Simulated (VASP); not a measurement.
Consider the following.

```
TaS
1.0
    0.00000     2.74189     2.74189
    2.74189     0.00000     2.74189
    2.74189     2.74189     0.00000
Ta S
1 1
Direct
  0.00000   0.00000   0.00000
  0.25000   0.25000   0.25000
```

Calculation: PBE GGA, VASP's PBE PAW potentials (set 64) (plane waves; VASP 6.6.1). Run with 400 eV cut-off, 13×13×13 Γ-centred mesh, tetrahedra with Blöchl corrections, potentials Ta_pv S.

Unless said otherwise, spin-orbit coupling is left out, though it shifts the bands of the heavy elements here.

Q: What does the run give for the energy per atom (σ→0), band gap (on the k-mesh) with the smallest direct gap where there is one?

A: 
| Quantity | Value |
|---|---|
| band gap (on the k-mesh) | none (metal, semimetal or under 0.01 eV) |
| energy per atom (σ→0) | -7.985 eV/atom |

The absolute energy has meaning only against runs of the same code, potentials and settings.

The structure was generated: TaS was put into the zinc blende type (F-43m), which need not be its known phase. It was relaxed first, which changed the volume by -36 %. The electron count is odd and the run is not spin-polarised, which forces a metal.
